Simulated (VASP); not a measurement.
Write the native input for VASP 6.6.1 that does the following.

| Quantity | Value |
| --- | --- |
| Task | single point |
| Functional | PBE |
| Dispersion | D3(BJ) |
| Potentials or basis | VASP PAW PBE potentials, release 64 (O, H, S) |
| Cutoff | 520 eV |
| k mesh | 1 × 1 × 1 |
| Occupations | fermi-dirac, width 0.05 eV |
| Spin | no spin polarisation |
| Dipole correction | no |
| Further INCAR settings | LREAL = Auto; ALGO = Fast; EDIFF = 1e-06; NBANDS = 55 |

The structure of H18SO8 lies in POSCAR:

```
H18SO8
1.0
    6.2144650000      0.0000000000      0.0000000000
    0.0000000000      6.2144650000      0.0000000000
    0.0000000000      0.0000000000      6.2144650000
O H S
8 18 1
Direct
    0.3471256174      0.4968891127      0.7108576523
    0.1207988137      0.0802965340      0.3506013792
    0.2109916139      0.6265543373      0.2329725890
    0.4321852324     -0.1112243773      0.5629929527
    0.6281956693      0.7333052805      1.0516110397
    0.1006683600      0.9481105775      0.8825216652
    0.9481266690      0.4025447082      0.8699863946
    0.8616188200      0.7518909512      0.4465227497
    0.4892456551      0.5968172642      0.6812975856
    0.2395540083      0.6028032984      0.6621165297
    0.1196885009      0.2376069380      0.3585183922
    0.0033792129      0.0095583449      0.2773046433
    0.0701267124      0.6241888883      0.3002350162
    0.2385402444      0.5340121796      0.1058659112
    0.4272290535      0.0078365555      0.6802999132
    0.2971132672     -0.0602304462      0.4754874313
    0.6932052880      0.6128122051      0.9638319630
    0.7680628984      0.7914760160      1.0344896946
    0.1995183817      0.8477801388      0.9675490971
    0.2089640862      1.0520133270      0.8491961899
    0.8366448278      0.3188528699      0.8300473170
    0.9298789196      0.3579390985      1.0202326347
    0.6994648775      0.7303605379      0.4256681790
    0.8825377567      0.7843153031      0.5937598812
    0.4303829855      0.3752052671      0.2514938937
    0.6549719083      0.2803781178      0.4655750736
    0.6069066283      0.2528616703      0.2535536044
```

The cell was built by a generator and needn't be a form met in nature.

The input as run:

INCAR

```
PREC = Accurate
ENCUT = 520
EDIFF = 1E-6
ISMEAR = -1
SIGMA = 0.05
LREAL = Auto
LASPH = True
NELM = 100
ALGO = Fast
ISIF = 2
LWAVE = False
LCHARG = False
GGA = PE
IVDW = 12
NBANDS = 55
```

KPOINTS

```
Automatic mesh
0
Gamma
  1 1 1
```

Potentials or basis: VASP PAW PBE potentials, release 64 (O, H, S).

The run is started by

```console
$ cat potpaw_PBE.64/O/POTCAR potpaw_PBE.64/H/POTCAR potpaw_PBE.64/S/POTCAR > POTCAR
$ mpirun -np 1 vasp_gam > vasp.out
```

Results of the run:

| Property | Result |
| --- | --- |
| Pressure | 1.0 GPa |
| Largest force | 5.179 eV/Å |
| Band gap on the k mesh | 2.95 eV, direct |
| Dispersion energy per atom | -0.047 eV |

Wall time 19 s on 1 thread of AMD EPYC 9R45 (Zen 5), on a shared host, peak memory 0.3 GiB.
